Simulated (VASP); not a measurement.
# 1T-CaI2 monolayer and its bilayer, part 3 of 6

Aim: relax 1T-CaI2 monolayer, place its levels against the vacuum, then find how two sheets stack and bind.

VASP 6.6.1, plane waves and PAW; the level of theory is named at each step.

So far. Step 2 (Relaxing the monolayer): The run ended after 3 ionic steps, 0.025 eV below its first step, once forces and stress met EDIFFG = -0.015. Step 3 (A second relaxation): The start already met the threshold, so nothing moved.

**4. Vacuum level and density of states (continued)**

Level of this step: optB86b-vdW; plane waves and PAW (Ca_pv, I) (VASP).

ELF in the ca plane at fractional y = 0.000, with atoms of Ca within 0.2 Å of it. It is the smooth field of the valence electrons, not physical close to the nuclei.

Values, 7 rows by 16 columns, each cell a mean:
```
0.00 0.00 0.00 0.00 0.00 0.01 0.04 0.05 0.19 0.16 0.08 0.05 0.01 0.00 0.00 0.00
0.00 0.00 0.00 0.00 0.00 0.07 0.33 0.44 0.15 0.15 0.36 0.40 0.12 0.01 0.00 0.00
0.00 0.00 0.00 0.00 0.02 0.24 0.66 0.78 0.36 0.21 0.74 0.72 0.36 0.04 0.01 0.00
0.00 0.00 0.00 0.01 0.03 0.31 0.73 0.81 0.45 0.29 0.78 0.78 0.43 0.06 0.00 0.01
0.00 0.00 0.00 0.01 0.01 0.18 0.58 0.71 0.26 0.15 0.66 0.65 0.28 0.03 0.00 0.00
0.00 0.00 0.00 0.00 0.00 0.03 0.18 0.25 0.18 0.20 0.20 0.23 0.06 0.00 0.00 0.00
0.00 0.00 0.00 0.00 0.00 0.00 0.02 0.03 0.16 0.11 0.07 0.02 0.00 0.00 0.00 0.00
```
Columns run along c (16.0 Å, from fractional 0.10 to 0.82 of the cell), rows up along a (4.4 Å). Atoms in or near the plane, at fractional coordinates: Ca at (0.50, 0.00).

The map of layer states is cut here 0.5 eV above the Fermi level, so it leaves out the states above that.

The vacuum level lies 6.76 eV above the highest filled level at the upper face; both faces agree, as the slab has next to no dipole.

The program found no field-free point at its default tolerance, but its printed level agrees with the flat part of the planar average.

**5. The slab in a field, field -0.1**

A field across the slab, with the atoms held, gives the electronic response: the dipole changes linearly with the field, and the energy has a linear term from the slab's own dipole and a quadratic one from its polarisability.

Contents of INCAR:

```
SYSTEM = CaI2
PREC = Normal
ENCUT = 350
EDIFF = 1E-06
NELM = 120
ISMEAR = 0
SIGMA = 0.03
LREAL = .FALSE.
ALGO = Fast
GGA = MK
AGGAC = 0
LUSE_VDW = .TRUE.
PARAM1 = 0.1234
PARAM2 = 1
LASPH = .TRUE.
NBANDS = 17
LORBIT = 11
LWAVE = .FALSE.
LCHARG = .FALSE.
KPAR = 4
IDIPOL = 3
LDIPOL = .TRUE.
DIPOL = 0.5 0.5 0.5
EFIELD = -0.1
```

Contents of POSCAR:

```
CaI2
1.0
    4.4429426768      0.0000000000      0.0000000000
   -2.2214713384      3.8477012256      0.0000000000
    0.0000000000      0.0000000000     22.0000000000
Ca I
1 2
Direct
    0.0000000000      0.0000000000      0.5000000000
    0.3333333333      0.6666666667      0.4188050484
    0.6666666667      0.3333333333      0.5811949516
```

Contents of KPOINTS:

```
Automatic mesh
0
Gamma
9 9 1
0 0 0
```

The projector-augmented-wave data sets are Ca_pv and I (PBE family, release 64).

Started as:

```bash
mpirun -np 4 vasp_std
```

Output:

```text
[... set-up lines as in an earlier step ...]
 entering main loop
       N       E                     dE             d eps       ncg     rms          rms(c)
DAV:   1     0.161025390388E+03    0.16103E+03   -0.64755E+03   451   0.755E+02
DAV:   2     0.231933451093E+02   -0.13783E+03   -0.13288E+03   517   0.202E+02
DAV:   3    -0.218741006789E+01   -0.25381E+02   -0.24685E+02   478   0.930E+01
DAV:   4    -0.385412705260E+01   -0.16667E+01   -0.16648E+01   624   0.280E+01
DAV:   5    -0.388967108809E+01   -0.35544E-01   -0.35538E-01   669   0.402E+00    0.352E+00
RMM:   6    -0.384228074968E+01    0.47390E-01   -0.11506E-01   609   0.204E+00    0.207E+00
RMM:   7    -0.385109840090E+01   -0.88177E-02   -0.32489E-01   614   0.285E+00    0.444E-01
RMM:   8    -0.385285764640E+01   -0.17592E-02   -0.25332E-02   716   0.120E+00    0.546E-01
RMM:   9    -0.385260077382E+01    0.25687E-03   -0.44542E-03   714   0.482E-01    0.665E-01
RMM:  10    -0.386027412384E+01   -0.76734E-02   -0.23051E-02   700   0.772E-01    0.151E+00
RMM:  11    -0.386726941955E+01   -0.69953E-02   -0.27360E-01   744   0.248E+00    0.175E+00
RMM:  12    -0.385480848505E+01    0.12461E-01   -0.18237E-02   677   0.863E-01    0.104E+00
RMM:  13    -0.385217318340E+01    0.26353E-02   -0.54097E-03   629   0.378E-01    0.801E-01
RMM:  14    -0.385100060590E+01    0.11726E-02   -0.24842E-03   703   0.277E-01    0.592E-01
RMM:  15    -0.385022859010E+01    0.77202E-03   -0.56586E-04   721   0.127E-01    0.482E-01
RMM:  16    -0.384888112436E+01    0.13475E-02   -0.43312E-03   740   0.287E-01    0.135E-01
RMM:  17    -0.384901074477E+01   -0.12962E-03   -0.17537E-04   638   0.100E-01    0.217E-01
RMM:  18    -0.384895837938E+01    0.52365E-04   -0.69972E-05   653   0.527E-02    0.252E-01
RMM:  19    -0.384877304364E+01    0.18534E-03   -0.58714E-04   726   0.103E-01    0.105E-01
RMM:  20    -0.384878498477E+01   -0.11941E-04   -0.35464E-05   712   0.335E-02    0.809E-02
RMM:  21    -0.384880007499E+01   -0.15090E-04   -0.10531E-05   633   0.224E-02    0.740E-02
RMM:  22    -0.384885367197E+01   -0.53597E-04   -0.21307E-04   733   0.563E-02    0.137E-02
RMM:  23    -0.384885880561E+01   -0.51336E-05   -0.11872E-05   685   0.207E-02    0.287E-03
RMM:  24    -0.384886063192E+01   -0.18263E-05   -0.17732E-06   476   0.106E-02    0.321E-03
RMM:  25    -0.384886157705E+01   -0.94512E-06   -0.41167E-07   413   0.796E-03
   1 F= -.38488616E+01 E0= -.38488616E+01  d E =-.386670E-24
```

It took 85 s on 4 MPI ranks of Intel Xeon 6975P-C (Granite Rapids), shared host; peak memory 1.8 GiB; 4.5 min of CPU time.

Parts of OUTCAR (step 5):

```text
   NELECT =      22.0000    total number of electrons

 dipolmoment           0.000000      0.000000     -0.048964 electrons x Angstroem

 E-fermi :  -3.9472

 k-point     1 :       0.0000    0.0000    0.0000
  band No.  band energies     occupation
    ...
      7      -4.8024      2.00000
      8      -4.8024      2.00000
      9      -4.6157      2.00000
     10      -4.1560      2.00000
     11      -4.1560      2.00000
     12       0.3767      0.00000
     13       0.4615      0.00000
     14       0.4615      0.00000
     15       0.6117      0.00000
     16       1.3522      0.00000
    ...

Total vdW correction in eV:      5.0551503

  Total       -0.0272898     -0.0272898     -0.0693472      0.0000000     -0.0000000      0.0000000
  in kB       -0.1162563     -0.1162563     -0.2954234      0.0000000     -0.0000000      0.0000000
  external PRESSURE =      -0.1759787 kB  Pullay stress =       0.0000000 kB

 POSITION                                       TOTAL-FORCE (eV/Angst)
 -----------------------------------------------------------------------------------
      0.00000      0.00000     11.00000        -0.000000      0.000000      0.044037
     -0.00000      2.56513      9.21371         0.000000      0.000000     -0.009401
      2.22147      1.28257     12.78629         0.000000     -0.000000     -0.034636
 -----------------------------------------------------------------------------------
    total drift:                               -0.000002      0.000000     -0.000075

  FREE ENERGIE OF THE ION-ELECTRON SYSTEM (eV)
  ---------------------------------------------------
  free  energy   TOTEN  =        -3.8488615770 eV

  energy  without entropy=       -3.8488615770  energy(sigma->0) =       -3.84886158

Total vdW correction in eV:      5.0552215

 vacuum level on the upper side and lower side of the slab         3.308         1.764

[... 8 parts as in an earlier step ...]

[... 9 further parts left out ...]
```

Numbers from this step:

```
electronic steps               : 25
free energy (TOTEN)            : -3.849 eV
Fermi energy                   : -3.947 eV
dipole moment                  : 0, 0, -0.04896 e·Å
gap on the k-mesh              : 3.809 eV
least direct gap on the k-mesh : 4.433 eV
```

VASP counts the dipole in electrons times Å, so a positive number points the physical dipole along −c. A positive EFIELD is likewise a physical field along −c.

Energy at zero smearing: -3.84886 eV.

**6. The slab in a field, field 0.1**

Changes to INCAR since step 5:

```diff
@@ -23,2 +23,2 @@
 DIPOL = 0.5 0.5 0.5
-EFIELD = -0.1
+EFIELD = 0.1
```

POSCAR is that of step 5.

KPOINTS is that of step 5.

Started as:

```bash
mpirun -np 4 vasp_std
```

Output:

```text
[... set-up lines as in an earlier step ...]
 entering main loop
       N       E                     dE             d eps       ncg     rms          rms(c)
DAV:   1     0.160993370761E+03    0.16099E+03   -0.64739E+03   450   0.755E+02
DAV:   2     0.228812498708E+02   -0.13811E+03   -0.13373E+03   525   0.203E+02
DAV:   3    -0.213638928815E+01   -0.25018E+02   -0.24375E+02   463   0.924E+01
DAV:   4    -0.384940905685E+01   -0.17130E+01   -0.17113E+01   639   0.288E+01
[...]
RMM:  26    -0.384885743883E+01   -0.45863E-05   -0.11270E-06   435   0.870E-03    0.142E-02
RMM:  27    -0.384886088460E+01   -0.34458E-05   -0.10842E-05   711   0.226E-02    0.802E-03
RMM:  28    -0.384886117970E+01   -0.29510E-06   -0.43321E-07   407   0.599E-03
   1 F= -.38488612E+01 E0= -.38488612E+01  d E =-.219935E-24
```

The job ended after 1.7 min (4 MPI ranks; peak memory 1.8 GiB).

From OUTCAR (step 6):

```text
  Total       -0.0252047     -0.0252047     -0.0574097      0.0000000      0.0000000      0.0000000
  in kB       -0.1073734     -0.1073734     -0.2445689      0.0000000      0.0000000      0.0000000
  external PRESSURE =      -0.1531052 kB  Pullay stress =       0.0000000 kB

 POSITION                                       TOTAL-FORCE (eV/Angst)
 -----------------------------------------------------------------------------------
      0.00000      0.00000     11.00000         0.000000      0.000000     -0.044594
     -0.00000      2.56513      9.21371        -0.000000      0.000000      0.035264
      2.22147      1.28257     12.78629         0.000000     -0.000000      0.009330
 -----------------------------------------------------------------------------------
    total drift:                                0.000002      0.000000      0.000300

  FREE ENERGIE OF THE ION-ELECTRON SYSTEM (eV)
  ---------------------------------------------------
  free  energy   TOTEN  =        -3.8488611797 eV

  energy  without entropy=       -3.8488611797  energy(sigma->0) =       -3.84886118

[... 2 parts as in an earlier step ...]

[... 1 further part left out ...]
[key lines of the parts left out:]
E-fermi :  -3.9479
```

This step gave:

- electronic steps: 28
- Fermi energy: -3.948 eV
- dipole moment: 0, 0, 0.04886 e·Å

Energy at zero smearing: -3.84886 eV.

**7. With spin-orbit coupling**

This step: optB86b-vdW, spin-orbit coupling; plane waves and PAW (Ca_pv, I) (VASP 6.6.1).

For heavy elements spin-orbit coupling shifts the highest filled levels.

Changes to INCAR since step 6:

```diff
@@ -15,4 +15,7 @@
 LASPH = .TRUE.
-NBANDS = 17
-LORBIT = 11
+LNONCOLLINEAR = .TRUE.
+MAGMOM = 0 0 0 0 0 0 0 0 0
+NBANDS = 34
+GGA_COMPAT = .FALSE.
+LSORBIT = .TRUE.
 LWAVE = .FALSE.
@@ -23,2 +26 @@
 DIPOL = 0.5 0.5 0.5
-EFIELD = 0.1
```

POSCAR is that of step 6.

KPOINTS is that of step 6.

Contents of KPOINTS_OPT:

```
Line mode
14
Line-mode
Reciprocal
  0.00000000   0.00000000   0.00000000 GAMMA
  0.50000000   0.00000000   0.00000000 M

  0.50000000   0.00000000   0.00000000 M
  0.33333333   0.33333333   0.00000000 K

  0.33333333   0.33333333   0.00000000 K
  0.00000000   0.00000000   0.00000000 GAMMA
```

Started as:

```bash
mpirun -np 4 vasp_ncl
```

Output:

```text
[... set-up lines as in an earlier step ...]
 entering main loop
       N       E                     dE             d eps       ncg     rms          rms(c)
DAV:   1     0.184793707942E+03    0.18479E+03   -0.59843E+03   936   0.764E+02
DAV:   2     0.313452627261E+02   -0.15345E+03   -0.14822E+03   956   0.214E+02
DAV:   3    -0.161796362300E+01   -0.32963E+02   -0.32047E+02  1088   0.108E+02
DAV:   4    -0.405326517009E+01   -0.24353E+01   -0.24305E+01  1190   0.337E+01
DAV:   5    -0.413496903268E+01   -0.81704E-01   -0.81681E-01  1360   0.641E+00    0.575E+00
RMM:   6    -0.409015337950E+01    0.44816E-01   -0.11247E-01  1209   0.217E+00    0.345E+00
RMM:   7    -0.408821180253E+01    0.19416E-02   -0.90963E-02  1253   0.162E+00    0.216E+00
RMM:   8    -0.409967079003E+01   -0.11459E-01   -0.10399E-01  1295   0.186E+00    0.344E-01
RMM:   9    -0.409881365732E+01    0.85713E-03   -0.91364E-03  1446   0.802E-01    0.219E-01
RMM:  10    -0.409809827328E+01    0.71538E-03   -0.37816E-03  1420   0.380E-01    0.441E-02
RMM:  11    -0.409780980347E+01    0.28847E-03   -0.88923E-04  1547   0.203E-01    0.421E-02
RMM:  12    -0.409722411716E+01    0.58569E-03   -0.29061E-04  1524   0.966E-02    0.216E-02
RMM:  13    -0.409676785097E+01    0.45627E-03   -0.15661E-04  1492   0.654E-02    0.137E-02
RMM:  14    -0.409680573932E+01   -0.37888E-04   -0.37468E-05  1435   0.332E-02    0.752E-03
RMM:  15    -0.409719499335E+01   -0.38925E-03   -0.38045E-05  1144   0.299E-02    0.962E-03
RMM:  16    -0.409726139283E+01   -0.66399E-04   -0.18599E-05  1248   0.189E-02    0.576E-03
RMM:  17    -0.409727902119E+01   -0.17628E-04   -0.74100E-06  1314   0.130E-02    0.298E-03
RMM:  18    -0.409727734778E+01    0.16734E-05   -0.25741E-06  1326   0.856E-03    0.159E-03
RMM:  19    -0.409727345938E+01    0.38884E-05   -0.78252E-07   884   0.560E-03    0.918E-04
RMM:  20    -0.409726904726E+01    0.44121E-05   -0.29470E-07   855   0.518E-03    0.251E-04
RMM:  21    -0.409726582306E+01    0.32242E-05   -0.95753E-07  1037   0.798E-03    0.426E-04
RMM:  22    -0.409726500076E+01    0.82229E-06   -0.66991E-07   911   0.725E-03
   1 F= -.40972650E+01 E0= -.40972650E+01  d E =-.884935E-12  mag=    -0.0000     0.0000    -0.0000
 Start KPOINTS_OPT (optional k-point list driver)
k-point batch [1-12\42]
       N       E                     dE             ncg
DAV:   1    -0.103547660734E+04   -0.29756E+04      954
DAV:   2    -0.279547604977E+04   -0.17600E+04      934
DAV:   3    -0.320688359490E+04   -0.41141E+03     1106
DAV:   4    -0.323575954344E+04   -0.28876E+02     1214
DAV:   5    -0.323665605421E+04   -0.89651E+00     1416
DAV:   6    -0.323666792206E+04   -0.11868E-01     1326
DAV:   7    -0.323666856115E+04   -0.63909E-03     1384
DAV:   8    -0.323666859223E+04   -0.31086E-04     1366
DAV:   9    -0.323666859400E+04   -0.17628E-05     1096
DAV:  10    -0.323666859413E+04   -0.13623E-06      822
[...]
k-point batch [37-42\42]
       N       E                     dE             ncg
DAV:   1     0.172528183674E+04   -0.79175E+03      482
DAV:   2     0.861301890175E+03   -0.86398E+03      464
DAV:   3     0.649846028502E+03   -0.21146E+03      616
DAV:   4     0.637314168292E+03   -0.12532E+02      542
DAV:   5     0.636639902933E+03   -0.67427E+00      752
DAV:   6     0.636634468986E+03   -0.54339E-02      664
DAV:   7     0.636634123131E+03   -0.34586E-03      720
DAV:   8     0.636634114232E+03   -0.88988E-05      664
DAV:   9     0.636634113666E+03   -0.56652E-06      544
```

Wall time 3.7 min (4 MPI ranks); peak memory 3.2 GiB.

Parts of OUTCAR (step 7):

```text
   k-points           NKPTS =     12   k-points in BZ     NKDIM =     12   number of bands    NBANDS=     34

   NELECT =      22.0000    total number of electrons

 dipolmoment           0.000000      0.000000     -0.000000 electrons x Angstroem

 E-fermi :  -3.6793

 k-point     1 :       0.0000    0.0000    0.0000
  band No.  band energies     occupation
    ...
     18      -4.5131      1.00000
     19      -4.1026      1.00000
     20      -4.1026      1.00000
     21      -3.8110      1.00000
     22      -3.8110      1.00000
     23       0.3821      0.00000
     24       0.3826      0.00000
     25       0.4663      0.00000
     26       0.4663      0.00000
     27       0.4672      0.00000
    ...

Total vdW correction in eV:      5.0542908

  Total       -0.0026844     -0.0026844     -0.0258794      0.0000000      0.0000000      0.0000000
  in kB       -0.0114355     -0.0114355     -0.1102476      0.0000000      0.0000000      0.0000000
  external PRESSURE =      -0.0443729 kB  Pullay stress =       0.0000000 kB

 POSITION                                       TOTAL-FORCE (eV/Angst)
 -----------------------------------------------------------------------------------
      0.00000      0.00000     11.00000         0.000000      0.000000      0.000000
     -0.00000      2.56513      9.21371         0.000000     -0.000000      0.002351
      2.22147      1.28257     12.78629        -0.000000      0.000000     -0.002351
 -----------------------------------------------------------------------------------
    total drift:                               -0.000000      0.000000      0.000000

  FREE ENERGIE OF THE ION-ELECTRON SYSTEM (eV)
  ---------------------------------------------------
  free  energy   TOTEN  =        -4.0972650008 eV

  energy  without entropy=       -4.0972650008  energy(sigma->0) =       -4.09726500

Total vdW correction in eV:      5.0543014

 vacuum level on the upper side and lower side of the slab         2.527         2.527

 Spin-Orbit-Coupling matrix elements
 Ion:    1  E_soc:     -0.0054870
 Ion:    2  E_soc:     -0.2504988
 Ion:    3  E_soc:     -0.2504988

[... 7 parts as in an earlier step ...]

[... 8 further parts left out ...]
```

This step gave:

```
electronic steps                  : 22
free energy (TOTEN)               : -4.097 eV
Fermi energy                      : -3.679 eV
least gap on mesh and path        : 3.450 eV
least direct gap on mesh and path : 4.145 eV
dipole moment                     : 0, 0, 0 e·Å
```

On-site spin-orbit energy by atom:

```tsv
atom	on-site spin-orbit energy (eV)
Ca1	-0.005
I2	-0.250
I3	-0.250
```

Electronic bands along the path, in eV, zero at the valence-band top; v1 is the highest filled band, c1 the lowest empty one:

```tsv
point	v4	v3	v2	v1	c1	c2	c3	c4
Γ	-0.29	-0.29	0.00	0.00	4.19	4.19	4.28	4.28
0.54 of the way	-0.78	-0.78	-0.42	-0.42	3.75	3.75	4.76	4.76
M	-0.81	-0.81	-0.79	-0.79	3.45	3.45	5.16	5.16
0.46 of the way	-1.00	-1.00	-0.87	-0.87	3.84	3.84	5.05	5.05
K	-1.06	-1.06	-0.95	-0.95	4.60	4.60	4.71	4.71
0.46 of the way	-0.93	-0.93	-0.54	-0.54	4.15	4.15	4.28	4.28
Γ	-0.29	-0.29	0.00	0.00	4.19	4.19	4.28	4.28
```

The path shows an indirect gap of 3.45 eV (valence top at Γ, conduction bottom at M). The least direct gap is 4.14 eV.

[end of part 3 of 6]

[Lines on the potential files, build, host, timing and source positions are cut from VASP's logs without a mark.]

[Logs are printed without paths, hosts, clocks, repeated set-up lines and the standing remarks that a program may print on its own settings, such as how far it seeks lower states.]

[Hosts, paths, dates, database ids (printed as entryN), source tags and the programs' standing remarks are cut or masked in the printed files.]

[Runs that stopped without an error message from VASP are left out.]
